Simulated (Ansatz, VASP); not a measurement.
This is a calculation of ZnRe2 for Ansatz 0.2.0.

Contents of input.yaml:

```yaml
crystal:
  lattice:
    - [0.0, 2.89556, 2.89556]
    - [2.89556, 0.0, 2.89556]
    - [2.89556, 2.89556, 0.0]
  atoms:
    - { symbol: Zn, position: [0.0, 0.0, 0.0] }
    - { symbol: Re, position: [0.75, 0.75, 0.75] }
    - { symbol: Re, position: [0.25, 0.25, 0.25] }
hamiltonian:
  xc: r2scan
  pseudopotentials: { kind: paw }
kpoints:
  mp_grid: { grid: [8, 8, 8] }
  band_path:
    path:
      - [[0.0, 0.0, 0.0], [0.5, 0.0, 0.5], [0.5, 0.25, 0.75], [0.375, 0.375, 0.75], [0.0, 0.0, 0.0], [0.5, 0.5, 0.5], [0.625, 0.25, 0.625], [0.5, 0.25, 0.75], [0.5, 0.5, 0.5], [0.375, 0.375, 0.75]]
      - [[0.625, 0.25, 0.625], [0.5, 0.0, 0.5]]
    npoints: 14
scf:
  occupations: { method: fermi_dirac, width: 0.05 }
  n_extra_bands: 7
output:
  forces: true
  stress: true
  eigenvalues: true
  fatbands: true
```

Potentials or basis: Ansatz PAW.

Run with:

```console
$ ansatz run input.yaml --threads 2 --pin off --max-ram 5632MiB --backend cpu --events-out ev --progress --plain --runs-dir out
```

Task: Set up the same calculation for VASP 6.6.1. Potentials there: VASP PAW PBE potentials, release 64 (Zn, Re).

Result: As run (the cutoff follows the program's own potentials):

Contents of INCAR:

```
PREC     = Accurate       # precision mode
ENCUT    = 520            # plane-wave cutoff, eV
EDIFF    = 1E-6           # SCF threshold, eV
ISMEAR   = -1             # smearing method
SIGMA    = 0.05           # smearing width, eV
LREAL    = F              # projectors in reciprocal space
LASPH    = T              # aspherical terms in the spheres
NELM     = 100            # most SCF steps
ALGO     = Normal         # electronic algorithm
ISIF     = 2              # what is computed and relaxed
LWAVE    = F              # write WAVECAR
LCHARG   = F              # write CHGCAR
LMAXMIX  = 4              # l up to which the mixer works
METAGGA  = R2SCAN         # meta-GGA
LMIXTAU  = T            
NBANDS   = 20             # bands
```

KPOINTS

```
Automatic mesh
0
Gamma
  8 8 8
```

Contents of POSCAR:

```
ZnRe2
1.0
    0.0000000000      2.8955600000      2.8955600000
    2.8955600000      0.0000000000      2.8955600000
    2.8955600000      2.8955600000      0.0000000000
Zn Re
1 2
Direct
    0.0000000000      0.0000000000      0.0000000000
    0.7500000000      0.7500000000      0.7500000000
    0.2500000000      0.2500000000      0.2500000000
```

KPOINTS_OPT

```
path GXWKGLUWLK,UX
20
line-mode
reciprocal
 0.0000000000  0.0000000000  0.0000000000  G
 0.5000000000  0.0000000000  0.5000000000  X

 0.5000000000  0.0000000000  0.5000000000  X
 0.5000000000  0.2500000000  0.7500000000  W

 0.5000000000  0.2500000000  0.7500000000  W
 0.3750000000  0.3750000000  0.7500000000  K

 0.3750000000  0.3750000000  0.7500000000  K
 0.0000000000  0.0000000000  0.0000000000  G

 0.0000000000  0.0000000000  0.0000000000  G
 0.5000000000  0.5000000000  0.5000000000  L

 0.5000000000  0.5000000000  0.5000000000  L
 0.6250000000  0.2500000000  0.6250000000  U

 0.6250000000  0.2500000000  0.6250000000  U
 0.5000000000  0.2500000000  0.7500000000  W

 0.5000000000  0.2500000000  0.7500000000  W
 0.5000000000  0.5000000000  0.5000000000  L

 0.5000000000  0.5000000000  0.5000000000  L
 0.3750000000  0.3750000000  0.7500000000  K

 0.6250000000  0.2500000000  0.6250000000  U
 0.5000000000  0.0000000000  0.5000000000  X
```

Potentials or basis: VASP PAW PBE potentials, release 64 (Zn, Re).

Command:

```sh
$ cat potpaw_PBE.64/Zn/POTCAR potpaw_PBE.64/Re/POTCAR > POTCAR
$ mpirun -np 1 vasp_std > vasp.out
```

Both were run:

|  | VASP | Ansatz | Ansatz less VASP |
| --- | --- | --- | --- |
| gap on the k mesh at the Fermi level (eV) | none | none | - |
| pressure (GPa) | -4.6 | -5.1 | -0.49 |

A gap of «none» marks a metal or a gap that the smearing closes. The two sets of potentials don't hold the same shells in valence.

Caveats: spin-orbit coupling is left out, which moves the levels of the heavy elements; the PAW data sets were made with another functional, which shifts forces and pressure a little (VASP); the PAW data sets come from PBE, with cores solved anew for the run's functional, which leaves a small shift of forces and pressure (Ansatz).
